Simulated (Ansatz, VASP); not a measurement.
**BeGa3 in VASP and in Ansatz**

```xyz
4
Lattice="-2.0160 2.0160 3.7395 2.0160 -2.0160 3.7395 2.0160 2.0160 -3.7395" Properties=species:S:1:pos:R:3 pbc="T T T"
Ga    0.0000    0.0000    3.7395
Ga    2.0160    0.0000    1.8697
Ga    0.0000    2.0160    1.8697
Be    0.0000    0.0000    0.0000
```

Change from the starting cell: volume scaled by 0.96.

Alike in both runs: task single point; functional PBE; k mesh 9 × 9 × 9; occupations fermi-dirac, width 0.05 eV; no spin polarisation.

```csv
,VASP,Ansatz
version,VASP 6.6.1,Ansatz 0.2.0
potentials or method,"VASP PAW PBE potentials, release 64 (Ga_d, Be)",Ansatz PAW
plane-wave cutoff (eV),520,420
valence electrons in the cell,41,41
```

```csv
,VASP,Ansatz,Ansatz less VASP
gap on the k mesh at the Fermi level (eV),none,none,-
pressure (GPa),2.9,2.7,-0.15
largest component of the traceless stress (GPa),2.63,2.62,-0.005
```

A gap of «none» marks a metal or a gap that the smearing closes.
